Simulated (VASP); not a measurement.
Energy against volume of SrVO$_{3}$ (cubic perovskite). Level of theory: SCAN meta-GGA, VASP's PBE PAW potentials (set 64) (plane waves; VASP 6.6.1). Settings: 520 eV cut-off, 8×8×8 Γ-centred mesh, first-order Methfessel-Paxton smearing of 0.10 eV, potentials Sr_sv V_sv O.

```
V (Å³/atom)  E (eV/atom)
-----------  -----------
10.567         -14.71670
10.904         -14.73817
11.241         -14.74476
11.578         -14.73857
```

Fit these four points and predict the energy of the run at 11.916 Å³/atom.

A cubic in V^(−2/3), the third-order Birch-Murnaghan form, passes through the four points with V0 = 11.24 Å³/atom and B0 = 203 GPa, and gives -14.7213 eV/atom there. The run gave -14.7205 eV/atom, +0.9 meV/atom from the fit; all five points give B0 = 207 GPa.

The compound is SrVO3 in the cubic perovskite structure. It was relaxed first. The run is not spin-polarised, so no magnetic state was tried.
